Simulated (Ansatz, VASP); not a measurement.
# SnSe2 in two plane-wave programs

Wanted: the spread between two codes on one cell, functional and k mesh. The cell is taken from a series of VASP runs on this material, whose earlier steps may have relaxed, scaled or displaced it; both programs get it as it stands.

Calculated with Ansatz 0.2.0; plane waves, with VASP 6.6.1 beside it; relaxation of cell and atoms at r2SCAN with rVV10.

### 1. Starting point

Symmetry: P-3m1, No. 164, trigonal system. The conventional cell has a = 3.829 Å, b = 3.829 Å, c = 6.221 Å, α = 90.00°, β = 90.00°, γ = 120.00°. Nearest to Sn lie 6 Se at 2.72 Å. Se has 3 Sn at 2.72 Å nearest. Farther neighbours and most contacts between anions are not listed.

Structure file:

```
Sn Se
1.0
     3.82933    0.00000    0.00000
    -1.91466    3.31630    0.00000
     0.00000    0.00000    6.22129
Sn Se
1 2
Direct
  0.00000 0.00000 0.00000
  0.33333 0.66667 0.25353
  0.66667 0.33333 0.74647
```

### 2. VASP: relaxation of cell and atoms, r2SCAN with rVV10

The relaxed volume is the usual yardstick between codes: its relative difference is about their pressure difference at one cell divided by the bulk modulus.

Lines of VASP's logs that name or quote its potential files are left out, and so is its time.

Contents of INCAR:

```
SYSTEM = SnSe2
PREC = Accurate
ENCUT = 400
EDIFF = 1E-06
NELM = 100
ISMEAR = 0
SIGMA = 0.05
LREAL = .FALSE.
ALGO = Normal
METAGGA = R2SCAN
LUSE_VDW = .TRUE.
IVDW_NL = 2
BPARAM = 11.95
CPARAM = 0.0093
LASPH = .TRUE.
NBANDS = 19
LORBIT = 11
LWAVE = .FALSE.
LCHARG = .FALSE.
KPAR = 2
IBRION = 2
NSW = 60
ISIF = 3
EDIFFG = -0.01
```

Contents of POSCAR:

```
SnSe2
1.0
    3.8293282261      0.0000000000      0.0000000000
   -1.9146641130      3.3162955232      0.0000000000
    0.0000000000      0.0000000000      6.2212929374
Sn Se
1 2
Direct
    0.0000000000      0.0000000000      0.0000000000
    0.3333333333      0.6666666667      0.2535250628
    0.6666666667      0.3333333333      0.7464749372
```

Contents of KPOINTS:

```
Automatic mesh
0
Gamma
7 7 4
0 0 0
```

PAW data sets: Sn_d and Se (PBE family, release 64).

On the command line:

```
$ mpirun -np 2 vasp_std
```

Numbers of over 12 decimals in the logs are rounded to 6 here.

Log:

```text
[banner, memory and clock lines left out]
running    2 mpi-ranks, on    1 nodes
 distrk:  each k-point on    1 cores,    2 groups
 distr:  one band on    1 cores,    1 groups

 POSCAR found type information on POSCAR SnSe
 POSCAR found :  2 types and       3 ions
|                                                                             |
|               ----> ADVICE to this user running VASP <----                  |
|                                                                             |
|     You have switched on vdW-DFT.                                           |
|     This routine was written and supplied by Jiri Klimes. We recommend      |
|     that you carefully read and cite the following publications:            |
|       J. Klimes, D.R. Bowler, A. Michelides                                 |
|          J. Phys.: Cond Matt. 22 022201 (2010)                              |
|       J. Klimes, D.R. Bowler, A. Michelides                                 |
|          Phys. Rev. B. 83, 195131 (2011)                                    |
|     and references therein.                                                 |
|                                                                             |

|                                                                             |
|               ----> ADVICE to this user running VASP <----                  |
|                                                                             |
|     You enforced a specific xc type in the INCAR file but a different       |
|     [... a line on the potential file left out ...]
|     I HOPE YOU KNOW WHAT YOU ARE DOING!                                     |
|                                                                             |

 LDA part: xc-table for (None), standard interpolation
 POSCAR, INCAR and KPOINTS ok, starting setup
 FFT: planning ... GRIDC
 FFT: planning ... GRID_SOFT
 FFT: planning ... GRID
 WAVECAR not read
 entering main loop
       N       E                     dE             d eps       ncg     rms          rms(c)
Total rVV10 correction in eV:      0.6176621    29.3807389
Total rVV10 correction in eV:      0.6176621    29.3807389
DAV:   1     0.138448467203E+03    0.13845E+03   -0.10823E+04  1087   0.130E+03
DAV:   2    -0.381012122515E+02   -0.17655E+03   -0.17095E+03  1171   0.342E+02
DAV:   3    -0.577722315611E+02   -0.19671E+02   -0.19085E+02  1293   0.109E+02
DAV:   4    -0.584087186957E+02   -0.63649E+00   -0.63546E+00  1267   0.212E+01
DAV:   5    -0.584247383930E+02   -0.16020E-01   -0.16019E-01  1441   0.338E+00    0.579E+00
Total rVV10 correction in eV:      0.6278026    29.3807384
Total rVV10 correction in eV:      0.6278026    29.3807384
DAV:   6    -0.539583410377E+02    0.44664E+01   -0.15500E+00  1256   0.183E+01    0.400E+00
Total rVV10 correction in eV:      0.6402586    29.3807384
Total rVV10 correction in eV:      0.6402586    29.3807384
DAV:   7    -0.539649921955E+02   -0.66512E-02   -0.20246E-01  1183   0.258E+00    0.134E+00
Total rVV10 correction in eV:      0.6447199    29.3807384
Total rVV10 correction in eV:      0.6447199    29.3807384
DAV:   8    -0.539703546261E+02   -0.53624E-02   -0.11476E-02  1193   0.106E+00    0.299E-01
Total rVV10 correction in eV:      0.6463952    29.3807384
Total rVV10 correction in eV:      0.6463952    29.3807384
DAV:   9    -0.539712657617E+02   -0.91114E-03   -0.20136E-03  1212   0.321E-01    0.859E-02
Total rVV10 correction in eV:      0.6466820    29.3807384
Total rVV10 correction in eV:      0.6466820    29.3807384
DAV:  10    -0.539713181646E+02   -0.52403E-04   -0.21095E-04  1245   0.146E-01    0.418E-02
Total rVV10 correction in eV:      0.6469135    29.3807384
Total rVV10 correction in eV:      0.6469135    29.3807384
DAV:  11    -0.539713469827E+02   -0.28818E-04   -0.53596E-05  1139   0.579E-02    0.114E-02
Total rVV10 correction in eV:      0.6470322    29.3807384
Total rVV10 correction in eV:      0.6470322    29.3807384
DAV:  12    -0.539713492516E+02   -0.22689E-05   -0.65451E-06  1241   0.197E-02    0.382E-03
Total rVV10 correction in eV:      0.6470559    29.3807384
Total rVV10 correction in eV:      0.6470559    29.3807384
DAV:  13    -0.539713494648E+02   -0.21321E-06   -0.62922E-07   657   0.550E-03
Total rVV10 correction in eV:      0.6470606    29.3807384
Total rVV10 correction in eV:      0.6470606    29.3807384
Total rVV10 correction in eV:      0.6470619    29.3807384
Total rVV10 correction in eV:      0.6470619    29.3807384
   1 F= -.53971349E+02 E0= -.53971349E+02  d E =-.539713E+02
 curvature:   0.00 expect dE= 0.000E+00 dE for cont linesearch  0.000E+00
 trial: gam= 0.00000 g(F)=  0.566E-06 g(S)=  0.648E-05 ort = 0.000E+00 (trialstep = 0.100E+01)
 search vector abs. value=  0.704E-05
 reached required accuracy - stopping structural energy minimisation
```

From OUTCAR (step 2):

```text
ion  position               nearest neighbor table
   1  0.000  0.000  0.000-   2 2.72   3 2.72   2 2.72   3 2.72   3 2.72   2 2.72
   2  0.333  0.667  0.254-   1 2.72   1 2.72   1 2.72
   3  0.667  0.333  0.746-   1 2.72   1 2.72   1 2.72

  LATTYP: Found a hexagonal cell.
 ALAT       =     3.8293282261
 C/A-ratio  =     1.6246434283

 Subroutine GETGRP returns: Found 12 space group operations
 (whereof 12 operations were pure point group operations)

The static configuration has the point symmetry D_3d.

 Found     28 irreducible k-points:

   k-points           NKPTS =     28   k-points in BZ     NKDIM =     28   number of bands    NBANDS=     19

   dimension x,y,z NGX =    28 NGY =   28 NGZ =   42
   dimension x,y,z NGXF=    56 NGYF=   56 NGZF=   84

   ENCUT  =  400.0 eV  29.40 Ry    5.42 a.u.   6.24  6.24 10.15*2*pi/ulx,y,z

   NELECT =      26.0000    total number of electrons

 k-points in reciprocal lattice and weights: Automatic mesh
   0.00000000  0.00000000  0.00000000       0.005
   0.14285714 -0.00000000  0.00000000       0.031
   0.28571429  0.00000000  0.00000000       0.031
   0.42857143 -0.00000000  0.00000000       0.031
   0.14285714  0.14285714  0.00000000       0.031
   0.28571429  0.14285714  0.00000000       0.061
   0.42857143  0.14285714  0.00000000       0.031
   0.28571429  0.28571429  0.00000000       0.031
   0.00000000  0.00000000  0.25000000       0.010
[...]
0.42857143  0.14285714  0.50000000       0.031
   0.28571429  0.28571429  0.50000000       0.031

 average (electrostatic) potential at core
       1-108.6134       2 -58.0568       3 -58.0568

 E-fermi :   3.8663

 k-point     1 :       0.0000    0.0000    0.0000
  band No.  band energies     occupation
    ...
      9       3.0337      2.00000
     10       3.0337      2.00000
     11       3.3100      2.00000
     12       3.3100      2.00000
     13       3.5272      2.00000
     14       5.0070      0.00000
     15       7.1573      0.00000
     16       8.6634      0.00000
     17       8.6634      0.00000
     18      12.2800      0.00000
    ...

 k-point     2 :       0.1429   -0.0000    0.0000
  band No.  band energies     occupation
    ...
      9       1.3742      2.00000
     10       2.3689      2.00000
     11       2.3832      2.00000
     12       3.5551      2.00000
     13       3.5643      2.00000
     14       6.0710      0.00000
     15       7.7920      0.00000
     16       8.6331      0.00000
     17       9.0148      0.00000
     18      11.6361      0.00000
    ...

 k-point     3 :       0.2857    0.0000    0.0000
  band No.  band energies     occupation
    ...
      9      -0.1561      2.00000
     10       1.0404      2.00000
     11       1.5921      2.00000
     12       3.2497      2.00000
     13       3.4967      2.00000
     14       5.6379      0.00000
     15       8.0527      0.00000
     16       9.3999      0.00000
     17       9.8505      0.00000
     18      10.4999      0.00000
    ...

  Total        0.0138322      0.0138322      0.0044774      0.0000000      0.0000000      0.0000000
  in kB        0.2805076      0.2805076      0.0907997      0.0000000      0.0000000      0.0000000
  external PRESSURE =       0.2172716 kB  Pullay stress =       0.0000000 kB

  energy-cutoff  :      400.00
  volume of cell :       79.01
      direct lattice vectors                 reciprocal lattice vectors
     3.829328226  0.000000000  0.000000000     0.261142410  0.150770640  0.000000000
    -1.914664113  3.316295523  0.000000000     0.000000000  0.301541281  0.000000000
     0.000000000  0.000000000  6.221292937     0.000000000  0.000000000  0.160738292

 POSITION                                       TOTAL-FORCE (eV/Angst)
 -----------------------------------------------------------------------------------
      0.00000      0.00000      0.00000         0.000000      0.000000      0.000000
     -0.00000      2.21086      1.57725        -0.000000      0.000000     -0.002422
      1.91466      1.10543      4.64404        -0.000000     -0.000000      0.002422
 -----------------------------------------------------------------------------------
    total drift:                               -0.000000     -0.000000      0.000000

  FREE ENERGIE OF THE ION-ELECTRON SYSTEM (eV)
  ---------------------------------------------------
  free  energy   TOTEN  =       -53.9713494648 eV

  energy  without entropy=      -53.9713494648  energy(sigma->0) =      -53.97134946

 reached required accuracy - stopping structural energy minimisation

 total charge
# of ion       s       p       d       tot
------------------------------------------
    1        1.019   1.047  10.103  12.168
    2        1.480   2.352   0.028   3.860
    3        1.480   2.352   0.028   3.860
--------------------------------------------------
tot          3.979   5.751  10.158  19.889

[... 3 further parts left out ...]
```

CONTCAR:

```
SnSe2
   1.00000000000000
     3.8293282260999999    0.0000000000000000    0.0000000000000000
    -1.9146641129999999    3.3162955232000000    0.0000000000000000
     0.0000000000000000    0.0000000000000000    6.2212929374000003
  Sn              Se
     1     2
Direct
     0.0000000000000000    0.0000000000000000    0.0000000000000000
     0.3333333332999970    0.6666666667000030    0.2535250628000014
     0.6666666667000030    0.3333333332999970    0.7464749371999986
```

[end of part 1 of 2]

[Lines on the potential files, build, host, timing and source positions are cut from VASP's logs without a mark.]

[Logs are printed without paths, hosts, clocks, repeated set-up lines and the standing remarks that a program may print on its own settings, such as how far it seeks lower states.]

[Hosts, paths, dates, database ids (printed as entryN), source tags and the programs' standing remarks are cut or masked in the printed files.]
